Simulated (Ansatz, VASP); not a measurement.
# H39C35N11 (amorphous polyacrylonitrile at 300 K): VASP beside Ansatz, part 2 of 2

Aim: how closely do two programs agree when they are given the same cell, functional and k mesh? The structure shown is the end of the Ansatz relaxation below.

VASP 6.6.1 and Ansatz 0.2.0.

So far: The structure; Ansatz: relaxation, PBE with D3(BJ).

## 3. VASP: single point, PBE with D3(BJ)

Level of this step: PBE with D3(BJ); plane waves and PAW (C, N, H) (VASP).

The same cell, functional, mesh and smearing now go to VASP, with its own data sets and cutoff.

Lines of VASP's logs that name or quote its potential files are left out, and so is its time.

Contents of INCAR:

```
SYSTEM = H39C35N11
PREC = Accurate
ENCUT = 520
EDIFF = 1E-05
NELM = 100
ISMEAR = -1
SIGMA = 0.05
LREAL = Auto
ALGO = Fast
GGA = PE
IVDW = 12
NBANDS = 353
LORBIT = 11
LWAVE = .FALSE.
LCHARG = .FALSE.
ISIF = 2
```

Contents of POSCAR:

```
H39C35N11
1.0
   12.0328200000      0.0000000000      0.0000000000
    0.0000000000     12.0328200000      0.0000000000
    0.0000000000      0.0000000000     12.0328200000
C N H
70 22 78
Direct
    0.8304900000      0.8050100000      0.2390100000
    0.8660900000      0.9266900000      0.2389800000
    0.9396600000      0.9595100000      0.3388500000
    0.8902600000      0.9241800000      0.4442200000
    0.9666900000      0.0847300000      0.3502200000
    0.0186700000      0.1397200000      0.2467100000
    0.9367600000      0.1573400000      0.1590400000
    0.0721000000      0.2552200000      0.2692900000
    0.1506600000      0.2573200000      0.3713100000
    0.0846100000      0.2755300000      0.4710200000
    0.2445200000      0.3455200000      0.3628400000
    0.2208900000      0.4606400000      0.4149100000
    0.2423200000      0.4627800000      0.5345300000
    0.2967900000      0.5486000000      0.3613200000
    0.2870800000      0.6668400000      0.4084900000
    0.1736200000      0.7065100000      0.3926600000
    0.3781300000      0.7413200000      0.3581000000
    0.3793200000      0.8622800000      0.4007800000
    0.2948900000      0.9287400000      0.3446300000
    0.4952400000      0.9172700000      0.3973400000
    0.5394000000      0.9637800000      0.2862400000
    0.5364000000      0.8825500000      0.1961500000
    0.4832100000      0.0737900000      0.2499000000
    0.5621000000      0.1559800000      0.1909800000
    0.6523300000      0.1850900000      0.2666300000
    0.4950400000      0.2588200000      0.1553900000
    0.5625000000      0.3525500000      0.0991900000
    0.5947300000      0.3175500000      0.9879700000
    0.5035800000      0.4666800000      0.1020800000
    0.3958600000      0.4862400000      0.0338000000
[... 134 atom lines left out ...]
    0.1509200000      0.2634100000      0.8599900000
    0.1210500000      0.2721600000      0.7170700000
    0.3151100000      0.3165900000      0.7587700000
    0.3392200000      0.1816300000      0.9215700000
    0.4514100000      0.1794600000      0.8248900000
    0.3509800000      0.0710600000      0.8244700000
```

Contents of KPOINTS:

```
Automatic mesh
0
Gamma
1 1 1
0 0 0
```

PAW data sets: C, N and H (PBE family, release 64).

Command:

```sh
$ export OMP_NUM_THREADS=5
$ mpirun -np 1 vasp_gam
```

Numbers of over 12 decimals in the logs are rounded to 6 here.

Log:

```text
[banner, memory and clock lines left out]
running    1 mpi-ranks, on    1 nodes
[...]
Offloading initialized ...    1 GPUs detected
[...]
LDA part: xc-table for (Slater+PW92), standard interpolation
 POSCAR, INCAR and KPOINTS ok, starting setup
[...]
entering main loop
       N       E                     dE             d eps       ncg     rms          rms(c)
DAV:   1     0.324948831367E+04    0.32495E+04   -0.24590E+05   722   0.124E+03
DAV:   2    -0.792760723291E+03   -0.40422E+04   -0.38306E+04   899   0.292E+02
DAV:   3    -0.116825287319E+04   -0.37549E+03   -0.37126E+03   892   0.895E+01
DAV:   4    -0.117783492333E+04   -0.95821E+01   -0.95363E+01   876   0.162E+01
[...]
RMM:  15    -0.108568105795E+04   -0.10800E-04   -0.85741E-04   985   0.381E-02    0.308E-02
RMM:  16    -0.108568102059E+04    0.37357E-04   -0.13906E-04   877   0.161E-02    0.129E-02
RMM:  17    -0.108568102114E+04   -0.54791E-06   -0.51729E-05   842   0.960E-03
   1 F= -.10973391E+04 E0= -.10973391E+04  d E =-.226593E-10
```

From OUTCAR (step 3):

```text
  FREE ENERGIE OF THE ION-ELECTRON SYSTEM (eV)
  ---------------------------------------------------
  free  energy   TOTEN  =     -1097.3391287286 eV

  energy  without entropy=    -1097.3391287285  energy(sigma->0) =    -1097.33912873
```

The run ends at a pressure of 0.74 GPa, with forces up to 0.48 eV/Å.

## 4. Comparison

Known differences besides the potentials themselves: the cutoff is 420 eV in Ansatz and 520 eV in VASP (PREC = Accurate, projectors in real space); VASP leaves aspherical gradient terms in its spheres out (LASPH is not set), Ansatz keeps them. Total energies have different zeros and are not compared.

Compared:

| quantity | Ansatz | VASP | difference |
| --- | --- | --- | --- |
| gap on the k mesh (eV) | 5.721 | 5.722 | -0.001 |

Forces on 8 of the 170 atoms, those with the largest forces and the largest differences (eV/Å; atoms numbered as in POSCAR):

| atom | Ansatz x, y, z | VASP x, y, z |
| --- | --- | --- |
| C7 | 0.000, 0.015, 0.005 | 0.315, -0.071, 0.330 |
| C19 | 0.004, -0.011, -0.001 | 0.318, -0.255, 0.233 |
| C25 | 0.008, 0.016, -0.010 | -0.328, -0.088, -0.309 |
| C34 | 0.021, 0.007, -0.017 | 0.314, 0.226, -0.288 |
| C45 | 0.008, -0.007, 0.004 | 0.352, -0.116, -0.279 |
| C60 | -0.007, 0.004, -0.011 | -0.277, 0.363, -0.079 |
| N75 | -0.009, 0.016, -0.008 | -0.445, 0.122, -0.060 |
| N81 | -0.011, -0.010, 0.005 | -0.297, -0.223, 0.275 |

The forces differ by 132 meV/Å r.m.s., where the r.m.s. force is 0.008 eV/Å in Ansatz and 0.133 eV/Å in VASP: the cell lies near the minimum of Ansatz, so a percentage would say little (all taken over all components). A gap on the mesh is an upper bound, since the band edges may lie between its points.

## 5. What came out

| Item | Value |
| --- | --- |
| r.m.s. force difference (single point, PBE with D3(BJ)) | 132 meV/Å |

In words: The r.m.s. force difference is 132 meV/Å (single point, PBE with D3(BJ)), beyond the 12 meV/Å picked in this series as the mark of a large difference. What causes the difference of the single point, PBE with D3(BJ) pair stays open here. How closely two codes agree says nothing of how well the functional describes the real material.

[Lines on the potential files, build, host, timing and source positions are cut from VASP's logs without a mark.]

[Logs are printed without paths, hosts, clocks, repeated set-up lines and the standing remarks that a program may print on its own settings, such as how far it seeks lower states.]

[Hosts, paths, dates, database ids (printed as entryN), source tags and the programs' standing remarks are cut or masked in the printed files.]
